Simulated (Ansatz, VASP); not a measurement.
## HfMoC2 in VASP and in Ansatz

INCAR

```
ALGO = Normal
EDIFF = 1E-7
ENCUT = 520
GGA = PE
ISIF = 2
ISMEAR = -1
LASPH = T
LCHARG = F
LREAL = F
LWAVE = F
NBANDS = 24
NELM = 80
PREC = Accurate
SIGMA = 0.05
```

File KPOINTS:

```
k-points
0
Gamma
  8 8 6
```

The input POSCAR:

```
HfMoC2
1.0
    3.2540158126      0.0000000000      0.0000000000
    0.0000000000      3.2540158126      0.0000000000
    0.0000000000      0.0000000000      4.5731307251
Hf Mo C
1 1 2
Direct
    0.0000000000      0.0000000000      0.0000000000
    0.5000000000      0.5000000000      0.5000000000
    0.5000000000      0.5000000000      0.0000000000
    0.0000000000      0.0000000000      0.5000000000
```

input.yaml

```yaml
crystal:
  lattice:
    - [3.2540158126, 0.0, 0.0]
    - [0.0, 3.2540158126, 0.0]
    - [0.0, 0.0, 4.5731307251]
  atoms:
    - { symbol: Hf, position: [0.0, 0.0, 0.0] }
    - { symbol: Mo, position: [0.5, 0.5, 0.5] }
    - { symbol: C, position: [0.5, 0.5, 0.0] }
    - { symbol: C, position: [0.0, 0.0, 0.5] }
hamiltonian:
  xc: pbe
  pseudopotentials: { kind: paw }
kpoints:
  mp_grid: { grid: [8, 8, 6] }
scf:
  occupations: { method: fermi_dirac, width: 0.05 }
output:
  forces: true
  stress: true
  eigenvalues: true
```

Change from the starting cell: volume scaled by 1.06.

Alike in both runs: task single point; functional PBE; k mesh 8 × 8 × 6; occupations fermi-dirac, width 0.05 eV; no spin polarisation.

|  | VASP | Ansatz |
| --- | --- | --- |
| version | VASP 6.6.1 | Ansatz 0.2.0 |
| potentials or method | VASP PAW PBE potentials, release 64 (Hf_pv, Mo_sv, C) | Ansatz PAW |
| plane-wave cutoff (eV) | 520 | 420 |
| valence electrons in the cell | 32 | 48 |

|  | VASP | Ansatz | Ansatz less VASP |
| --- | --- | --- | --- |
| gap on the k mesh at the Fermi level (eV) | none | none | - |
| pressure (GPa) | -15.5 | -15.3 | +0.23 |
| largest component of the traceless stress (GPa) | 2.56 | 2.59 | +0.027 |

A gap of «none» marks a metal or a gap that the smearing closes. The two sets of potentials don't hold the same shells in valence.

The runs have no spin-orbit coupling, so splittings on Hf are missing.
